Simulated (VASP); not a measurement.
OSZICAR of a VASP run on Sn (beta):

**OSZICAR**
```
       N       E                     dE             d eps       ncg     rms          rms(c)
DAV:   1     0.202235187040E+03    0.20224E+03   -0.15008E+04  7058   0.237E+03
DAV:   2     0.104544948770E+02   -0.19178E+03   -0.18959E+03  7074   0.447E+02
DAV:   3    -0.708378547183E+01   -0.17538E+02   -0.17352E+02  8128   0.139E+02
DAV:   4    -0.760752122874E+01   -0.52374E+00   -0.52181E+00  8046   0.263E+01
DAV:   5    -0.762808685114E+01   -0.20566E-01   -0.20563E-01  9404   0.479E+00    0.215E+00
DAV:   6    -0.761488285672E+01    0.13204E-01   -0.34472E-02  9168   0.280E+00    0.120E+00
DAV:   7    -0.761240172458E+01    0.24811E-02   -0.20526E-02  9102   0.212E+00    0.161E-01
DAV:   8    -0.761239611401E+01    0.56106E-05   -0.18298E-03  8126   0.632E-01    0.365E-02
DAV:   9    -0.761240520143E+01   -0.90874E-05   -0.55273E-05  9196   0.778E-02    0.141E-02
DAV:  10    -0.761240402443E+01    0.11770E-05   -0.79904E-06  8840   0.414E-02    0.155E-03
DAV:  11    -0.761240416555E+01   -0.14113E-06   -0.30814E-07  6324   0.792E-03    0.107E-03
DAV:  12    -0.761240390869E+01    0.25686E-06   -0.62012E-08  3858   0.313E-03    0.258E-04
DAV:  13    -0.761240394683E+01   -0.38139E-07   -0.13924E-08  3760   0.178E-03
   1 F= -.84213594E+01 E0= -.84212942E+01  d E =-.842136E+01
```

Question: Which electronic solver shows in the log?

Answer: It is blocked Davidson (ALGO = Normal, or the opening steps of other solvers). The INCAR had ALGO = Normal.

Question: Can the final energy be trusted as converged?

Answer: The calculation finished and met its thresholds. It stopped with EDIFF = 1E-7, NELM = 100, NSW = 30 and EDIFFG = -0.01 after 1 ionic step (PBE GGA with D4 dispersion, plane waves, VASP's PBE PAW potentials (set 64)).

The compound is Sn in the beta structure. This cell is one point of a volume scan, at 1.06 of the reference volume.
